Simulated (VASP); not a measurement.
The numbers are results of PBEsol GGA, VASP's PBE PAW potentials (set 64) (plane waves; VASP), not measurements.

VASP input:

### KPOINTS_OPT
```
k-points along high-symmetry lines
10
Line-mode
Reciprocal
  0.000000   0.000000   0.000000 ! GAMMA
 -0.500000  -0.500000   0.000000 ! X

 -0.500000  -0.500000   0.000000 ! X
 -0.375000  -0.375000   0.250000 ! U

 -0.375000   0.000000   0.375000 ! K
  0.000000   0.000000   0.000000 ! GAMMA

  0.000000   0.000000   0.000000 ! GAMMA
  0.000000   0.000000   0.500000 ! L

  0.000000   0.000000   0.500000 ! L
 -0.500000  -0.250000   0.250000 ! W

 -0.500000  -0.250000   0.250000 ! W
 -0.500000  -0.500000   0.000000 ! X
```

### KPOINTS
```
Regular mesh
0
Gamma
 13 13 13
0 0 0
```

POSCAR:
```
AlN
1
    0.0000000000     2.2162800000     2.2162800000
    2.2162800000     0.0000000000     2.2162800000
    2.2162800000     2.2162800000     0.0000000000
Al N
1 1
Direct
  0.0000000000   0.0000000000   0.0000000000
  0.2500000000   0.2500000000   0.2500000000
```

**INCAR**
```
ALGO = Normal
EDIFF = 1E-6
ENCUT = 400
GGA = PS
ISIF = 2
ISMEAR = -1
LASPH = .TRUE.
LCHARG = .FALSE.
LREAL = .FALSE.
LWAVE = .FALSE.
NELM = 100
PREC = Accurate
SIGMA = 0.02
SYSTEM = AlN
```

POTCAR, in this order: Al N (PBE.64 set). Program: vasp_std.

Q: What will the output report for the number of irreducible k-points (NKPTS), largest plane-wave count, number of space-group operations, FFT grid (NGX, NGY, NGZ)?

A: 
The number of irreducible k-points (NKPTS) is 84. The largest plane-wave count is 411. The number of space-group operations comes out as 24 and the FFT grid (NGX, NGY, NGZ) is 20 × 20 × 20.

The structure is a typed AlN crystal (F-43m). The cell was not relaxed at this level.
